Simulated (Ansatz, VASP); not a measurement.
Mn3P2: VASP beside Ansatz

```xyz
5
Lattice="4.3367 0.0000 0.0000 0.0000 4.3367 0.0000 0.0000 0.0000 4.3367" Properties=species:S:1:pos:R:3 pbc="T T T"
Mn    0.0000    2.1684    2.1684
Mn    2.1684    0.0000    2.1684
Mn    2.1684    2.1684    0.0000
P     2.1684    2.1684    2.1684
P     0.0000    0.0000    0.0000
```

Alike in both runs: task single point; functional PBE; k mesh 4 × 4 × 4; occupations gaussian, width 0.1 eV; collinear spin.

|  | VASP | Ansatz |
| --- | --- | --- |
| version | VASP 6.6.1 | Ansatz 0.2.0 |
| potentials or method | VASP PAW PBE potentials, release 64 (Mn_pv, P) | scalar-relativistic, plane waves, PAW |
| plane-wave cutoff (eV) | 520 | 420 |
| valence electrons in the cell | 49 | 55 |

|  | VASP | Ansatz | Ansatz less VASP |
| --- | --- | --- | --- |
| gap on the k mesh at the Fermi level (eV) | none | none | - |
| pressure (GPa) | -2.7 | -2.8 | -0.06 |
| net moment per atom (μB) | 1.73 | 1.73 | 0.000 |
| size of the moment on the site where the two differ most (μB) | 2.95 | 2.72 | -0.233 |

Site moments also hang on the region over which each program counts them. A gap of «none» marks a metal or a gap that the smearing closes. The two sets of potentials don't hold the same shells in valence.

Caveats: the k mesh is coarse (spacing up to 0.36 Å⁻¹), so the values aren't converged.
